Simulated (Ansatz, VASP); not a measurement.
## Two plane-wave programs on YSe4

File INCAR:

```
SYSTEM = YSe4
PREC     = Accurate       ! precision mode
ENCUT    = 520            ! plane-wave cutoff, eV
EDIFF    = 1E-7           ! SCF threshold, eV
ISMEAR   = 0              ! smearing method
SIGMA    = 0.1            ! smearing width, eV
LREAL    = .False.        ! projectors in reciprocal space
LASPH    = .True.         ! aspherical terms in the spheres
NELM     = 100            ! most SCF steps
ALGO     = Normal         ! electronic algorithm
ISIF     = 2              ! what is computed and relaxed
LWAVE    = .False.        ! write WAVECAR
LCHARG   = .False.        ! write CHGCAR
GGA      = PE             ! functional
NBANDS   = 26             ! bands
```

KPOINTS

```
Automatic mesh
0
Gamma
  4 4 4
  0 0 0
```

The input POSCAR:

```
YSe4
1.0
    5.5161827600      0.0000000000      0.0000000000
    0.0000000000      5.5161827600      0.0000000000
    0.0000000000      0.0000000000      5.5161827600
Y Se
1 4
Direct
    0.0000000000      0.0000000000      0.0000000000
    0.2437810800      0.7562189200      0.7562189200
    0.7562189200      0.2437810800      0.7562189200
    0.7562189200      0.7562189200      0.2437810800
    0.2437810800      0.2437810800      0.2437810800
```

Input for Ansatz:

```yaml
crystal:
  lattice:
    - [5.51618276, 0.0, 0.0]
    - [0.0, 5.51618276, 0.0]
    - [0.0, 0.0, 5.51618276]
  atoms:
    - { symbol: "Y", position: [0.0, 0.0, 0.0] }
    - { symbol: Se, position: [0.24378108, 0.75621892, 0.75621892] }
    - { symbol: Se, position: [0.75621892, 0.24378108, 0.75621892] }
    - { symbol: Se, position: [0.75621892, 0.75621892, 0.24378108] }
    - { symbol: Se, position: [0.24378108, 0.24378108, 0.24378108] }
basis:
  ecutwfc: 420
kpoints:
  mp_grid: { grid: [4, 4, 4] }
hamiltonian:
  xc: pbe
scf:
  occupations: { method: gaussian, width: 0.1 }
  lower_state_search: "off"
output:
  forces: true
  stress: true
  eigenvalues: true
```

Change from the starting cell: species swapped into the SnI4 type (P-43m, No. 215).

Alike in both runs: task single point; functional PBE; k mesh 4 × 4 × 4; occupations gaussian, width 0.1 eV; no spin polarisation.

|  | VASP | Ansatz |
| --- | --- | --- |
| version | VASP 6.6.1 | Ansatz 0.2.0 |
| potentials or method | VASP PAW PBE potentials, release 64 (Y_sv, Se) | scalar-relativistic, plane waves, PAW |
| plane-wave cutoff (eV) | 520 | 420 |
| valence electrons in the cell | 35 | 75 |

```csv
,VASP,Ansatz,Ansatz less VASP
gap on the k mesh at the Fermi level (eV),none,none,-
pressure (GPa),12.1,12.1,+0.05
rms of the force components (eV/Å),2.731,2.741,+0.0102
```

Atom by atom the forces differ by 0.010 eV/Å (rms over components). A gap of «none» marks a metal or a gap that the smearing closes. The functional is the same, so the differences come from potentials, cutoffs and numerics. The two sets of potentials don't hold the same shells in valence.

Caveats: forces of over 1 eV/Å show positions far from the minimum, so gaps and moduli don't describe the material at rest.
